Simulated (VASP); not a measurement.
VASP ran on this input.

### KPOINTS
```
Automatic mesh
0
Gamma
4 4 3
0 0 0
```

File POSCAR:
```
Mg2SeS
1
    4.1055100000     0.0000000000     0.0000000000
    0.0000000000     4.1055100000     0.0000000000
    0.0000000000     0.0000000000     5.7975100000
Mg Se S
2 1 1
Direct
  0.5000000000   0.0000000000   0.7375700000
  0.0000000000   0.5000000000   0.2624300000
  0.5000000000   0.5000000000   0.0000000000
  0.0000000000   0.0000000000   0.5000000000
```

INCAR:
```
! general
SYSTEM = Mg2SeS
PREC   = Normal
ENCUT  = 500
LREAL  = .FALSE.
LASPH  = .TRUE.

! electronic loop
EDIFF  = 1E-8
NELM   = 100
ALGO   = Normal

! smearing
ISMEAR = 0
SIGMA  = 0.01

! functional
GGA    = PE

! output
LWAVE  = .TRUE.
LCHARG = .FALSE.
```

POTCAR, in this order: Mg_sv_GW Se_GW S_GW (PBE.64 set). Program: vasp_std.

Write an equivalent input for Quantum ESPRESSO's pw.x.

One equivalent input (not run):
```
&CONTROL
  calculation = 'scf'
  pseudo_dir = './pseudo'
  outdir = './out'
  tprnfor = .true.
  tstress = .true.
/
&SYSTEM
  ibrav = 0
  nat = 4
  ntyp = 3
  ecutwfc = 86
  occupations = 'smearing'
  smearing = 'gaussian'
  degauss = 0.000735
  input_dft = 'pbe'
/
&ELECTRONS
  conv_thr = 7.3e-10
  electron_maxstep = 100
/
ATOMIC_SPECIES
  Mg 24.305 Mg.upf
  Se 78.971 Se.upf
  S 32.060 S.upf
CELL_PARAMETERS angstrom
     4.1055100    0.0000000    0.0000000
     0.0000000    4.1055100    0.0000000
     0.0000000    0.0000000    5.7975100
ATOMIC_POSITIONS crystal
  Mg   0.5000000  0.0000000  0.7375700
  Mg   0.0000000  0.5000000  0.2624300
  Se   0.5000000  0.5000000  0.0000000
  S    0.0000000  0.0000000  0.5000000
K_POINTS automatic
  4 4 3 0 0 0
```
What does not carry over: the potentials are each code's own (VASP's PAW set, PseudoDojo norm-conserving files in pw.x), so ENCUT and ecutwfc are chosen apart and not converted; conv_thr bounds pw.x's estimated SCF error, while EDIFF bounds the energy change between steps.

The structure comes from a computed database's Mg2SeS entry (P-4m2); how it stands against other phases isn't given here. The cell was not relaxed at this level.
